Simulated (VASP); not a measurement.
The input files of a VASP run:

**INCAR**
```
# general
SYSTEM =ZrAs
PREC   =Accurate
ENCUT  =400   # plane-wave cut-off (eV)
LREAL  =.False.
LASPH  =.True.   # aspherical one-centre terms

# electronic loop
EDIFF  =1E-6
NELM   =100   # most electronic steps
ALGO   =Normal
LMAXMIX=4
LMIXTAU=.True.

# smearing
ISMEAR =1   # Methfessel-Paxton
SIGMA  =0.1

# functional
METAGGA=R2SCAN

# ions
IBRION =2
NSW    =60   # most ionic steps
ISIF   =3   # ions, shape and volume
EDIFFG =-0.01   # ionic stop

# output
LWAVE  =.False.
LCHARG =.False.
```

**KPOINTS**
```
Automatic mesh
0
Gamma
9 9 9
0 0 0
```

**POSCAR**
```
ZrAs
1.0
  3.8220000000   0.0000000000   0.0000000000
  0.0000000000   3.8220000000   0.0000000000
  0.0000000000   0.0000000000   3.8220000000
Zr As
1 1
Cart
  0.0000000000   0.0000000000   0.0000000000
  1.9110000000   1.9110000000   1.9110000000
```

POTCAR, in this order: Zr_sv As (PBE.64 set). Program: vasp_std.

**Question.** Translate this r2SCAN calculation to Ansatz.

**Answer.** One equivalent input (not run):
Ansatz 0.2 input:
```yaml
crystal:
  lattice:
    - [3.8220000, 0.0000000, 0.0000000]
    - [0.0000000, 3.8220000, 0.0000000]
    - [0.0000000, 0.0000000, 3.8220000]
  atoms:
    - { symbol: Zr, position: [0.0000000, 0.0000000, 0.0000000] }
    - { symbol: As, position: [0.5000000, 0.5000000, 0.5000000] }
kpoints:
  mp_grid: { grid: [9, 9, 9] }
hamiltonian:
  xc: r2scan
  pseudopotentials: { kind: paw }
scf:
  occupations: { method: methfessel_paxton, width: 0.1 }
  max_iter: 100
relax:
  max_steps: 60
  f_tol: 0.01
  cell: {}
output: { forces: true, stress: true, eigenvalues: true }
```
What does not carry over: each code has its own PAW files, so the cut-off isn't converted (ENCUT is set for VASP's; basis.ecutwfc is left out, and Ansatz then takes the one that its files recommend); Ansatz stops its SCF on the density residual and VASP on the energy change (EDIFF).

The structure was generated: ZrAs was put into the CsCl type type (Pm-3m), which need not be its known phase. This run relaxes it. Symmetry was kept, so distortions that lower it aren't found.
